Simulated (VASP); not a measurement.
The input files of a VASP run:

POSCAR:
```
PtSe2
1
    3.7674684548     0.0000000000     0.0000000000
   -1.8837342274     3.2627235000     0.0000000000
   -0.0000000000     0.0000000000     4.9314088584
Pt Se
1 2
Direct
  0.0000000000   1.0000000000   0.0000000000
  0.6666670000   0.3333330000   0.7448812677
  0.3333330000   0.6666670000   0.2551187323
```

**KPOINTS**
```
Automatic
0
G
  9 9 6
```

INCAR:
```
SYSTEM=PtSe2
PREC=Accurate; ENCUT=400; LREAL=F
LASPH=T
EDIFF=1E-6; NELM=100; ALGO=Normal
LMAXMIX=6; LMIXTAU=T
ISMEAR=1; SIGMA=0.1
METAGGA=R2SCAN
IBRION=2; NSW=60; ISIF=3
EDIFFG=-0.02
LWAVE=F; LCHARG=F
```

POTCAR, in this order: Pt Se (PBE.64 set). Program: vasp_std.

### Question
Write an equivalent input for Ansatz.

### Answer
One equivalent input (not run):
Ansatz 0.2 input:
```yaml
crystal:
  lattice:
    - [3.7674685, 0.0000000, 0.0000000]
    - [-1.8837342, 3.2627235, 0.0000000]
    - [0.0000000, 0.0000000, 4.9314089]
  atoms:
    - { symbol: Pt, position: [0.0000000, 1.0000000, 0.0000000] }
    - { symbol: Se, position: [0.6666670, 0.3333330, 0.7448813] }
    - { symbol: Se, position: [0.3333330, 0.6666670, 0.2551187] }
kpoints:
  mp_grid: { grid: [9, 9, 6] }
hamiltonian:
  xc: r2scan
  pseudopotentials: { kind: paw }
scf:
  occupations: { method: methfessel_paxton, width: 0.1 }
  max_iter: 100
relax:
  max_steps: 60
  f_tol: 0.02
  cell: {}
output: { forces: true, stress: true, eigenvalues: true }
```
Limits of the translation: each code has its own PAW files, so the cut-off isn't converted (ENCUT is set for VASP's; basis.ecutwfc is left out, and Ansatz then takes the one that its files recommend); Ansatz stops its SCF on the density residual and VASP on the energy change (EDIFF).

The structure comes from a computed database's PtSe2 entry (P-3m1); how it stands against other phases isn't given here. This run relaxes it. Symmetry was kept, so distortions that lower it aren't found. The start is the result of an earlier pass.
